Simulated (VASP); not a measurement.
These are PBE GGA, VASP's PBE PAW potentials (set 64) (plane waves; VASP 6.6.1) values and carry that method's errors.

Gaps are without spin-orbit coupling.

Task: Order these relaxed crystals by band gap, smallest first: K2S, Fm-3m (225); GaN, P6_3mc (186); TiO2, I4_1/amd (141); MoS2, P6_3/mmc (194).

Result: MoS2, P6_3/mmc (194) (1.24 eV), GaN, P6_3mc (186) (1.72 eV), TiO2, I4_1/amd (141) (2.09 eV), K2S, Fm-3m (225) (2.32 eV)
